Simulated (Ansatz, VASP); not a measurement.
# GaP (GaP (F-43m)) in two plane-wave programs

Wanted: the spread between two codes on one cell, functional and k mesh. The cell is taken from a series of runs on this material, whose earlier steps may have relaxed, scaled, displaced or heated it; both programs get it as it stands.

Main program and level: Ansatz 0.2.0; plane waves, with VASP 6.6.1 beside it; single point at r2SCAN.

**1. Starting point**

It takes space group F-43m (No. 216, cubic). The conventional cell has a = 5.452 Å, b = 5.452 Å, c = 5.452 Å, α = 90.00°, β = 90.00°, γ = 90.00°. Ga has 4 P at 2.36 Å nearest. Nearest to P lie 4 Ga at 2.36 Å. Farther neighbours are not listed.

**2. Ansatz: single point, r2SCAN**

Ansatz runs on its PAW soft_1 files.

A single point gives forces, pressure and levels at one fixed geometry, so differences don't come from the geometry; what else differs is listed under the comparison.

Contents of input.yaml:

```yaml
crystal:
  lattice:
    - [0.0, 2.7258125, 2.7258125]
    - [2.7258125, 0.0, 2.7258125]
    - [2.7258125, 2.7258125, 0.0]
  atoms:
    - { symbol: Ga, position: [0.0, 0.0, 0.0] }
    - { symbol: P, position: [0.75, 0.75, 0.75] }
basis:
  ecutwfc: 500
  xc_grid: 2
hamiltonian:
  xc: r2scan
  pseudopotentials: { kind: paw, azcp: { folder: soft_1 } }
kpoints:
  mp_grid: { grid: [9, 9, 9] }
scf:
  occupations: { method: fermi_dirac, width: 0.01 }
  max_iter: 100
  lower_state_search: "off"
checkpoint:
  write: "../dense.run"
  compress: false
  write_wavefunctions: false
  write_every: 100000
```

Run with:

```console
$ ansatz run input.yaml --threads 32 --pin off --max-ram 84787MiB --backend cuda --events-out ev --progress --plain --runs-dir out --max-vram 78GiB
```

Numbers of over 12 decimals in the logs are rounded to 6 here.

The log of the run:

```text
Engine: ansatz 0.2.0, aarch64-unknown-linux-gnu
Pseudopotentials: kind: paw
Pseudopotential: Ga, paw, valence charge 13, recommended cutoff 500 eV (meta_gga), soft_1/Ga.paw.azcp
Pseudopotential: P, paw, valence charge 5, recommended cutoff 500 eV (meta_gga), soft_1/P.paw.azcp
Functional definition: r2SCAN
  parameter k0 = 0.174
  parameter k1 = 0.065
  parameter a1 = 4.9479
  exchange = r2scan_x(k0 = k0, k1 = k1, a1 = a1)
  correlation = r2scan_c
device memory: the entry about to start is reckoned to put 1.5 GiB on a device that reports 143.3 GiB free (of which the cap on the GPU budget leaves the run 78.0 GiB)
GPU FFT provider: cuFFT
GPU libraries: cuBLAS 13.8.1, cuFFT 12.4.0, cuSOLVER 12.3.2
GPU matrix products: emulated (plane waves: as basis.precision tells), large ones in fixed point in workspaces of 1.00 GiB
Crystal: 2 atoms, lattice volume = 40.506 Å³
Basis set: ecut = 500 eV, 965 PW (Γ), exchange–correlation on 60×60×60 points (8 copies of the dense FFT grid, shifted against one another)
Bands: 13, of which v1, the nominal top of the filled ones, is band 9 counted from 1 (8 counted from 0)
Symmetry: 24 space group operations
Space group: F-43m (ITA 216), of the structure as read, at distance tolerance 3.4e-5 Å
k-points: 35 of 729 (time reversal used)
Non-local potential: Ga, projectors of the file, l = 0: 2, l = 1: 2, l = 2: 3, l = 3: 1
Non-local potential: P, projectors of the file, l = 0: 2, l = 1: 2, l = 2: 1
PAW form: soft (Blöchl's): semilocal exchange-correlation on the pseudo side does not see the compensation charge
PAW frozen core: Ga, regenerated for the run's functional (the file was generated under x = pbe(κ = 0.804, μ = 0.219515), c = pbe(β = 0.066725))
PAW frozen core: P, regenerated for the run's functional (the file was generated under x = pbe(κ = 0.804, μ = 0.219515), c = pbe(β = 0.066725))
PAW one-centre angular grid: Ga, 590 points (default); XC on 160 Gauss nodes
PAW one-centre angular grid: P, 302 points (default); XC on 160 Gauss nodes
Initial density: superposition of atomic densities (chi_scale 0.1, normalization cell, long waves kept (reshape's long-wave potential 0.00 eV rms))
Initial wavefunctions: pseudopotential atomic-orbital guess
GPU buffer pool allocated for 27000 grid points (all kernels)
GPU transforms: local potential and band sums: pruned to the plane-wave sphere, on 30×30×30
Functional: x = r2scan, c = r2scan; τ floored in thin density (d = 2e-4 eV/Å³)
SCF iter   1: F=-4550.404312 eV  HF=-4550.486929 eV  |Δ(HF+E_count)|=         —  Δρ=5.00e-2  dr2=6.68e-1  dr2_τ=1.70e-2  Hψ=3359
preconditioner: auto → none  [insulator: Δε(μ)=2.106 eV  Ē_g=16.230 eV  σ=0.010 eV  W_gap=1.00  n_scr=14 (ndim 8)  ℏωp=24.8 eV  f_vac=0.000  D(μ)=0.00/eV (n_scr^D=0)  ε∞_Penn≈3.3]
SCF iter   2: F=-4550.488887 eV  HF=-4550.468044 eV  |Δ(HF+E_count)|=   1.89e-2  Δρ=2.32e-2  dr2=1.07e-1  dr2_τ=8.47e-4  Hψ=1047
SCF iter   3: F=-4550.489433 eV  HF=-4550.491870 eV  |Δ(HF+E_count)|=   2.38e-2  Δρ=5.35e-3  dr2=8.17e-3  dr2_τ=4.24e-4  Hψ=741
SCF iter   4: F=-4550.491013 eV  HF=-4550.491157 eV  |Δ(HF+E_count)|=   7.13e-4  Δρ=8.18e-4  dr2=1.38e-4  dr2_τ=1.77e-6  Hψ=869
SCF iter   5: F=-4550.491075 eV  HF=-4550.491100 eV  |Δ(HF+E_count)|=   5.73e-5  Δρ=1.89e-4  dr2=1.51e-5  dr2_τ=2.48e-7  Hψ=1050
SCF iter   6: F=-4550.491115 eV  HF=-4550.491118 eV  |Δ(HF+E_count)|=   1.88e-5  Δρ=7.27e-5  dr2=2.67e-6  dr2_τ=1.23e-8  Hψ=762
SCF iter   7: F=-4550.491117 eV  HF=-4550.491117 eV  |Δ(HF+E_count)|=   9.13e-7  Δρ=1.30e-5  dr2=1.02e-7  dr2_τ=3.20e-10  Hψ=770
SCF iter   8: F=-4550.491117 eV  HF=-4550.491117 eV  |Δ(HF+E_count)|=   4.21e-8  Δρ=1.35e-6  dr2=1.19e-9  dr2_τ=5.69e-12  Hψ=1060
SCF 1 converged in 8 iterations: F = -4550.491117 eV  dr2 = 1.19e-9
  greatest PAW one-centre occupation: 0.993 electrons in one spin orbital (limit 2), on the Ga atom at site 0 (counted from 0), in its partial waves of l = 2
SCF converged after 8 iterations
Free energy (F): -4550.491117 eV
Harris-Foulkes:  -4550.491117 eV  (|F-HF|=1.13e-9)
Internal energy: -4550.491117 eV  (E = F + TS)
E sigma→0 (E₀):  -4550.491117 eV
Fermi energy:    7.798732 eV
--- Per-component energies (eV) ---
  E_band       = -67.879147
  E_kinetic    = 180.066846
  E_local      = -1678.139748  (includes V_loc(G=0)·N_el)
  E_nonlocal   = -59.008913
  E_hartree    = 1018.547418
  E_xc         = -125.718739
  E_vxc        = -123.117331  (∫ρ·V_xc dr)
  E_paw        = -2573.120039  (= ΣΔE_a)
  E_vpaw       = -430.670297  (= ΣTr[D̂ρ^β])
  E_aug_tail   = 0.000030  (compensation charges beyond the density's cutoff)
  E_vtau       = 5.894372  (kinetic-family band-sum trace: ∫τ·v_τ [+ j·A + Jᵃ·Aᵃ] dr)
  E_ewald      = -1312.374066
  E_core_change = -0.743908  (= ΣΔE_core)
  E_smearing   = -0.000000  (= −TS)
  E_closure    = -0.000000  (closes the sum)
  Σ components = -4550.491117   (vs F -4550.491117, Δ=0.00e0)
```

**3. VASP: single point, r2SCAN**

The same cell, functional, mesh and smearing now go to VASP, with its own data sets.

Lines of VASP's logs that name or quote its potential files are left out, and so is its time.

Contents of INCAR:

```
SYSTEM = GaP
PREC = Accurate
ENCUT = 440
EDIFF = 1E-06
NELM = 120
ISMEAR = -1
SIGMA = 0.01
LREAL = .FALSE.
ALGO = Normal
METAGGA = R2SCAN
LASPH = .TRUE.
NBANDS = 15
LORBIT = 11
LWAVE = .FALSE.
LCHARG = .FALSE.
ISIF = 2
GGA_COMPAT = .FALSE.
EFERMI = MIDGAP
LMIXTAU = .TRUE.
```

Contents of POSCAR:

```
GaP
1.0
    0.0000000000      2.7258125000      2.7258125000
    2.7258125000      0.0000000000      2.7258125000
    2.7258125000      2.7258125000      0.0000000000
Ga P
1 1
Direct
    0.0000000000      0.0000000000      0.0000000000
    0.7500000000      0.7500000000      0.7500000000
```

Contents of KPOINTS:

```
Automatic mesh
0
Gamma
9 9 9
0 0 0
```

Potentials, in the order of the species: Ga_d and P (PBE family, release 64).

Run with:

```console
$ mpirun -np 1 vasp_std
```

The log of the run:

```text
[banner, memory and clock lines left out]
running    1 mpi-ranks, on    1 nodes
 distrk:  each k-point on    1 cores,    1 groups
 distr:  one band on    1 cores,    1 groups

 POSCAR found type information on POSCAR GaP
 POSCAR found :  2 types and       2 ions
|                                                                             |
|               ----> ADVICE to this user running VASP <----                  |
|                                                                             |
|     You enforced a specific xc type in the INCAR file but a different       |
|     [... a line on the potential file left out ...]
|     I HOPE YOU KNOW WHAT YOU ARE DOING!                                     |
|                                                                             |

 LDA part: xc-table for (None), standard interpolation
 POSCAR, INCAR and KPOINTS ok, starting setup
 FFT: planning ... GRIDC
 FFT: planning ... GRID_SOFT
 FFT: planning ... GRID
 WAVECAR not read
 entering main loop
       N       E                     dE             d eps       ncg     rms          rms(c)
DAV:   1     0.624822487010E+02    0.62482E+02   -0.85018E+03  1090   0.163E+03
DAV:   2    -0.178266376222E+02   -0.80309E+02   -0.76894E+02  1176   0.301E+02
DAV:   3    -0.236469865808E+02   -0.58203E+01   -0.57994E+01  1351   0.669E+01
DAV:   4    -0.237394920649E+02   -0.92505E-01   -0.92484E-01  1276   0.905E+00
DAV:   5    -0.237410816869E+02   -0.15896E-02   -0.15895E-02  1416   0.102E+00    0.482E+00
DAV:   6    -0.214214661175E+02    0.23196E+01   -0.62732E-01  1317   0.163E+01    0.318E+00
DAV:   7    -0.215858852437E+02   -0.16442E+00   -0.37751E-01  1309   0.669E+00    0.149E+00
DAV:   8    -0.214385920272E+02    0.14729E+00   -0.11165E-01  1085   0.407E+00    0.101E+00
DAV:   9    -0.214409954327E+02   -0.24034E-02   -0.18980E-01  1064   0.409E+00    0.264E-01
DAV:  10    -0.214563514417E+02   -0.15356E-01   -0.15007E-01  1050   0.349E+00    0.121E-01
DAV:  11    -0.214621014028E+02   -0.57500E-02   -0.59452E-03  1309   0.562E-01    0.509E-02
DAV:  12    -0.214613589619E+02    0.74244E-03   -0.48882E-04  1246   0.183E-01    0.626E-02
DAV:  13    -0.214624668667E+02   -0.11079E-02   -0.82450E-04  1106   0.298E-01    0.232E-02
DAV:  14    -0.214624867403E+02   -0.19874E-04   -0.26452E-05  1435   0.435E-02    0.289E-02
DAV:  15    -0.214624918151E+02   -0.50748E-05   -0.81268E-06  1113   0.319E-02    0.245E-02
DAV:  16    -0.214625024810E+02   -0.10666E-04   -0.55506E-06  1141   0.298E-02    0.295E-03
DAV:  17    -0.214625034989E+02   -0.10179E-05   -0.63307E-07   903   0.906E-03    0.225E-03
DAV:  18    -0.214625019964E+02    0.15025E-05   -0.39305E-07   735   0.812E-03    0.735E-04
DAV:  19    -0.214625022487E+02   -0.25237E-06   -0.15452E-07   616   0.549E-03
   1 F= -.21462502E+02 E0= -.21462502E+02  d E =0.000000E+00
```

OUTCAR, selected parts (step 3):

```text
ion  position               nearest neighbor table
   1  0.000  0.000  0.000-   2 2.36   2 2.36   2 2.36   2 2.36
   2  0.750  0.750  0.750-   1 2.36   1 2.36   1 2.36   1 2.36

  LATTYP: Found a face centered cubic cell.
 ALAT       =     5.4516250000

 Subroutine GETGRP returns: Found 24 space group operations
 (whereof 24 operations were pure point group operations)

The static configuration has the point symmetry T_d .

 Found     35 irreducible k-points:

   k-points           NKPTS =     35   k-points in BZ     NKDIM =     35   number of bands    NBANDS=     15

   dimension x,y,z NGX =    28 NGY =   28 NGZ =   28
   dimension x,y,z NGXF=    56 NGYF=   56 NGZF=   56

   ENCUT  =  440.0 eV  32.34 Ry    5.69 a.u.   6.59  6.59  6.59*2*pi/ulx,y,z

   NELECT =      18.0000    total number of electrons

 k-points in reciprocal lattice and weights: Automatic mesh
   0.00000000  0.00000000  0.00000000       0.001
   0.11111111  0.00000000  0.00000000       0.011
   0.22222222  0.00000000  0.00000000       0.011
   0.33333333  0.00000000  0.00000000       0.011
   0.44444444  0.00000000  0.00000000       0.011
   0.11111111  0.11111111  0.00000000       0.008
   0.22222222  0.11111111  0.00000000       0.033
   0.33333333  0.11111111  0.00000000       0.033
   0.44444444  0.11111111  0.00000000       0.033
[...]
-0.33333333  0.44444444  0.11111111       0.033
  -0.33333333  0.44444444  0.22222222       0.033

 average (electrostatic) potential at core
       1 -70.1902       2 -86.4603

 E-fermi :   5.3843

 k-point     1 :       0.0000    0.0000    0.0000
  band No.  band energies     occupation
    ...
      5     -10.4196      2.00000
      6      -8.5619      2.00000
      7       4.4549      2.00000
      8       4.4549      2.00000
      9       4.4549      2.00000
     10       6.7935      0.00000
     11       8.6463      0.00000
     12       8.6463      0.00000
     13       8.6463      0.00000
     14      13.9148      0.00000
    ...

 k-point     2 :       0.1111    0.0000    0.0000
  band No.  band energies     occupation
    ...
      5     -10.4196      2.00000
      6      -8.3928      2.00000
      7       3.0861      2.00000
      8       4.2615      2.00000
      9       4.2615      2.00000
     10       7.3244      0.00000
     11       8.9453      0.00000
     12       8.9453      0.00000
     13       9.1463      0.00000
     14      14.1867      0.00000
    ...

 k-point     3 :       0.2222    0.0000    0.0000
  band No.  band energies     occupation
    ...
      5     -10.4188      2.00000
      6      -7.9090      2.00000
      7       0.9973      2.00000
      8       3.8645      2.00000
      9       3.8645      2.00000
     10       7.0949      0.00000
     11       9.4617      0.00000
     12       9.4617      0.00000
     13      10.8606      0.00000
     14      13.8439      0.00000
    ...

  Total       -0.0451428     -0.0451428     -0.0451428      0.0000000      0.0000000      0.0000000
  in kB       -1.7855881     -1.7855881     -1.7855881      0.0000000      0.0000000      0.0000000
  external PRESSURE =      -1.7855881 kB  Pullay stress =       0.0000000 kB

  energy-cutoff  :      440.00
  volume of cell :       40.51
      direct lattice vectors                 reciprocal lattice vectors
     0.000000000  2.725812500  2.725812500    -0.183431546  0.183431546  0.183431546
     2.725812500  0.000000000  2.725812500     0.183431546 -0.183431546  0.183431546
     2.725812500  2.725812500  0.000000000     0.183431546  0.183431546 -0.183431546

 POSITION                                       TOTAL-FORCE (eV/Angst)
 -----------------------------------------------------------------------------------
      0.00000      0.00000      0.00000         0.000000      0.000000      0.000000
      4.08872      4.08872      4.08872        -0.000000     -0.000000     -0.000000
 -----------------------------------------------------------------------------------
    total drift:                                0.000003      0.000003      0.000003

  FREE ENERGIE OF THE ION-ELECTRON SYSTEM (eV)
  ---------------------------------------------------
  free  energy   TOTEN  =       -21.4625022487 eV

  energy  without entropy=      -21.4625022487  energy(sigma->0) =      -21.46250225

 total charge
# of ion       s       p       d       tot
------------------------------------------
    1        0.831   0.846  10.018  11.695
    2        1.009   1.540   0.000   2.549
--------------------------------------------------
tot          1.840   2.387  10.018  14.245

[... 3 further parts left out ...]
```

The run ends at a pressure of -0.18 GPa.

**4. Side by side**

Known differences besides the potentials themselves: VASP keeps PBE cores, Ansatz makes them for the functional; the cutoff is 500 eV in Ansatz and 440 eV in VASP. Total energies have different zeros and are not compared.

Both answers:

```
              quantity  Ansatz   VASP  difference
gap on the k mesh (eV)   1.854  1.859      -0.005
```

A gap on the mesh is an upper bound, since the band edges may lie between its points.

**5. What came out**

```
difference in gap on the k mesh (single point, r2SCAN) : -0.0053 eV
```

What this shows: The difference in gap on the k mesh is -0.0053 eV (single point, r2SCAN), within the 0.08 eV picked in this series as the mark of a large difference. How closely two codes agree says nothing of how well the functional describes the real material.

[Lines on the potential files, build, host, timing and source positions are cut from VASP's logs without a mark.]

[Logs are printed without paths, hosts, clocks, repeated set-up lines and the standing remarks that a program may print on its own settings, such as how far it seeks lower states.]

[Hosts, paths, dates, database ids (printed as entryN), source tags and the programs' standing remarks are cut or masked in the printed files.]
